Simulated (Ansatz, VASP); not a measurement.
# SnTe in two plane-wave programs, part 2 of 2

Wanted: the spread between two codes on one cell, functional and k mesh. The cell is a member of a volume series, scaled by 0.985 from a relaxed one, so a pressure remains.

VASP 6.6.1 and Ansatz 0.2.0.

So far. Step 6 (Ansatz: single point, PBEsol, volume scaled by 1.015): The run ends at a pressure of -0.73 GPa.

## (8) Comparison

The two programs side by side:

```
              quantity  Ansatz   VASP  difference
        pressure (GPa)   -0.73  -0.73       +0.01
gap on the k mesh (eV)   0.118  0.120      -0.001
```

A gap on the mesh is an upper bound, since the band edges may lie between its points. Ansatz's pressure holds a Pulay correction of 0.03 GPa; VASP's holds none.

## (9) Other set-ups

Further runs change the set-up of one program: Ansatz's method, potentials or start, or VASP's data sets, cutoff or form of LDA. The table gives Ansatz less VASP for each quantity, since a change that brings one quantity closer may part another.

```
                              run  pressure (GPa)  gap on the k mesh (eV)
                         as above          0.0076                 -0.0012
Ansatz's all-electron LAPW method           0.015                 -1.8e-4
```

## (10) VASP: single point, PBEsol, volume scaled by 0.97

With cell and atoms fixed, the geometry can't cause a difference; cores, projectors, grids and the points listed under the comparison can. The cell compared in this pair holds 60.24 Å³, against 63.04 Å³ for the pair before.

The input asks for a relaxation, which ended at its first step since no free force or stress exceeded the threshold; so it serves as a single point.

Contents of INCAR:

```
SYSTEM = SnTe
PREC = Accurate
ENCUT = 500
EDIFF = 1E-07
NELM = 100
ISMEAR = 0
SIGMA = 0.03
LREAL = .FALSE.
ALGO = Normal
GGA = PS
NBANDS = 16
LORBIT = 11
LWAVE = .FALSE.
LCHARG = .FALSE.
KPAR = 4
IBRION = 2
NSW = 50
ISIF = 4
EDIFFG = -0.002
```

Contents of POSCAR:

```
SnTe
1.0
    0.0000000000      3.1114389276      3.1114389276
    3.1114389276      0.0000000000      3.1114389276
    3.1114389276      3.1114389276      0.0000000000
Te Sn
1 1
Direct
    0.5000000000      0.5000000000      0.5000000000
    0.0000000000      0.0000000000      0.0000000000
```

Contents of KPOINTS:

```
Automatic mesh
0
Gamma
6 6 6
0 0 0
```

The projector-augmented-wave data sets are Te and Sn_d (PBE family, release 64).

Launch:

```
$ mpirun -np 4 vasp_std
```

Numbers of over 12 decimals in the logs are rounded to 6 here.

Output:

```text
[... set-up lines as in an earlier step ...]
 entering main loop
       N       E                     dE             d eps       ncg     rms          rms(c)
DAV:   1     0.122666058831E+03    0.12267E+03   -0.94731E+03   520   0.140E+03
DAV:   2     0.187338483293E+01   -0.12079E+03   -0.11838E+03   552   0.356E+02
DAV:   3    -0.811527316585E+01   -0.99887E+01   -0.99694E+01   664   0.878E+01
DAV:   4    -0.836957447038E+01   -0.25430E+00   -0.25426E+00   552   0.154E+01
[...]
DAV:  12    -0.833156793405E+01   -0.47157E-07   -0.10921E-06   680   0.124E-02    0.229E-03
DAV:  13    -0.833156778378E+01    0.15027E-06   -0.10931E-07   416   0.352E-03    0.328E-03
DAV:  14    -0.833156787912E+01   -0.95338E-07   -0.20318E-08   336   0.126E-03
   1 F= -.83315679E+01 E0= -.83315679E+01  d E =-.833157E+01
[...]
reached required accuracy - stopping structural energy minimisation
```

From OUTCAR (step 10):

```text
  Total        0.5994277      0.5994277      0.5994277     -0.0000000      0.0000000      0.0000000
  in kB       15.9416599     15.9416599     15.9416599     -0.0000000      0.0000000      0.0000000
  external PRESSURE =      15.9416599 kB  Pullay stress =       0.0000000 kB

 POSITION                                       TOTAL-FORCE (eV/Angst)
 -----------------------------------------------------------------------------------
      3.11144      3.11144      3.11144        -0.000000      0.000000     -0.000000
      0.00000      0.00000      0.00000         0.000000     -0.000000      0.000000
 -----------------------------------------------------------------------------------
    total drift:                                0.000000     -0.000000     -0.000000

  FREE ENERGIE OF THE ION-ELECTRON SYSTEM (eV)
  ---------------------------------------------------
  free  energy   TOTEN  =        -8.3315678791 eV

  energy  without entropy=       -8.3315678791  energy(sigma->0) =       -8.33156788

[... 2 parts as in an earlier step ...]

[... 2 further parts left out ...]
[key lines of the parts left out:]
E-fermi :   7.3309
```

## (11) Ansatz: single point, PBEsol, volume scaled by 0.97

The same cell, functional, mesh and smearing now go to Ansatz, which takes its cutoff from its data sets.

The cell is a member of a volume series, scaled by 0.97 from a relaxed one, so a pressure remains.

Contents of input.yaml:

```yaml
crystal:
  lattice:
    - [0.0, 3.11143893, 3.11143893]
    - [3.11143893, 0.0, 3.11143893]
    - [3.11143893, 3.11143893, 0.0]
  atoms:
    - { symbol: Te, position: [0.5, 0.5, 0.5] }
    - { symbol: Sn, position: [0.0, 0.0, 0.0] }
hamiltonian:
  xc: pbesol
  pseudopotentials: { kind: paw }
kpoints:
  mp_grid: { grid: [6, 6, 6] }
scf:
  occupations: { method: gaussian, width: 0.03 }
  n_extra_bands: 4
output:
  forces: true
  stress: true
  eigenvalues: true
```

Launch:

```
$ ansatz run input.yaml --threads 2 --pin off --max-ram 4608MiB --backend cpu --events-out ev --progress --plain --runs-dir out
```

Output:

```text
[...]
Crystal: 2 atoms, lattice volume = 60.244 Å³
Basis set: ecut = 420 eV, 1243 PW (Γ), exchange–correlation on 60×60×60 points (8 copies of the dense FFT grid, shifted against one another)
Bands: 19, of which v1, the nominal top of the filled ones, is band 15 counted from 1 (14 counted from 0)
Symmetry: 48 space group operations
[...]
k-points: 16 of 216
[...]
--- Band table (eV; the first three rows and the last of 16) ---
  k-point 0: bands = [... 11 lower, 5.5438, 7.8771, 7.8771, 7.8771, 13.5232, 13.5232, 13.5232, 14.7866]
  k-point 1: bands = [... 11 lower, 4.2839, 7.9196, 7.9196, 8.7226, 12.4184, 12.4184, 12.4742, 14.7487]
  k-point 2: bands = [... 11 lower, 2.4710, 8.0789, 8.0789, 9.5234, 11.0135, 11.0135, 11.1178, 15.9198]
  k-point 15: bands = [... 11 lower, 2.7819, 4.6071, 5.5316, 8.1600, 12.2743, 13.4159, 15.6856, 15.8368]
[key lines of the parts left out:]
SCF converged after 6 iterations
Free energy (F): -12851.842494 eV
Fermi energy:    10.164267 eV
P = ⅓ Tr σ = 1.5691 GPa (15.691 kbar)
```

It took 1.5 s on 2 threads of Arm Neoverse N1, shared host; peak memory 0.3 GiB; 2.6 s of CPU time.

The run ends at a pressure of 1.57 GPa.

## (12) Comparison

The two programs side by side:

```
              quantity  Ansatz   VASP  difference
        pressure (GPa)    1.57   1.59       -0.03
gap on the k mesh (eV)   0.256  0.257      -0.001
```

A gap on the mesh is an upper bound, since the band edges may lie between its points. Ansatz's pressure holds a Pulay correction of 0.03 GPa; VASP's holds none.

## (13) Summary of results

| Property | Result |
| --- | --- |
| difference in gap on the k mesh (single point, PBEsol, volume scaled by 0.985) | -0.0011 eV |
| difference in gap on the k mesh (single point, PBEsol, volume scaled by 1.015) | -0.0012 eV |
| difference in gap on the k mesh (single point, PBEsol, volume scaled by 0.97) | -9.7e-4 eV |

What this shows: The difference in gap on the k mesh is -0.0012 eV (single point, PBEsol, volume scaled by 1.015), within the 0.08 eV picked in this series as the mark of a large difference. Single point, PBEsol, volume scaled by 0.985, Ansatz's all-electron LAPW method: the difference in pressure goes from -0.0056 to 0.0027 GPa; the difference in gap on the k mesh goes from -0.0011 to -7.0e-5 eV. Single point, PBEsol, volume scaled by 1.015, Ansatz's all-electron LAPW method: the difference in pressure goes from 0.0076 to 0.015 GPa; the difference in gap on the k mesh goes from -0.0012 to -1.8e-4 eV. 2 further runs of this series are not shown here. How closely two codes agree says nothing of how well the functional describes the real material.

[Lines on the potential files, build, host, timing and source positions are cut from VASP's logs without a mark.]

[Logs are printed without paths, hosts, clocks, repeated set-up lines and the standing remarks that a program may print on its own settings, such as how far it seeks lower states.]

[Hosts, paths, dates, database ids (printed as entryN), source tags and the programs' standing remarks are cut or masked in the printed files.]
